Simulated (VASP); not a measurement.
An input for Ansatz (written as the equivalent of a VASP run, and not itself run):

Ansatz 0.2 input:
```yaml
crystal:
  lattice:
    - [0.0000000, 2.8721800, 2.8721800]
    - [2.8721800, 0.0000000, 2.8721800]
    - [2.8721800, 2.8721800, 0.0000000]
  atoms:
    - { symbol: Pb, position: [0.0000000, 0.0000000, 0.0000000] }
    - { symbol: S, position: [0.5000000, 0.5000000, 0.5000000] }
kpoints:
  mp_grid: { grid: [5, 5, 5] }
hamiltonian:
  xc: pbe
  pseudopotentials: { kind: paw }
scf:
  occupations: { method: fermi_dirac, width: 0.01 }
  max_iter: 100
output: { forces: true, stress: true, eigenvalues: true }
```

**Question.** Write the VASP files for the same calculation (PBE).

**Answer.** One answer among several that fit: 
### INCAR
```
ALGO=Normal
EDIFF=1E-6
ENCUT=300
GGA=PE
ISIF=2
ISMEAR=-1
LASPH=.TRUE.
LCHARG=.FALSE.
LMAXMIX=4
LREAL=.FALSE.
LWAVE=.FALSE.
NELM=100
PREC=Accurate
SIGMA=0.01
SYSTEM=PbS
```

**POSCAR**
```
PbS
1
    0.0000000000     2.8721800000     2.8721800000
    2.8721800000     0.0000000000     2.8721800000
    2.8721800000     2.8721800000     0.0000000000
Pb S
1 1
Direct
  0.0000000000   0.0000000000   0.0000000000
  0.5000000000   0.5000000000   0.5000000000
```

### KPOINTS
```
Automatic mesh
0
Gamma
5 5 5
0 0 0
```

POTCAR, in this order: Pb_d S (PBE.64 set). Program: vasp_std.

The two are equivalent in intent, not identical: each code has its own PAW files, so the cut-off isn't converted (ENCUT is set for VASP's; basis.ecutwfc is left out, and Ansatz then takes the one that its files recommend); Ansatz stops its SCF on the density residual and VASP on the energy change (EDIFF).

The structure is a typed PbS crystal. The cell was not relaxed at this level, and its volume differs by -5.9 % from the start's.
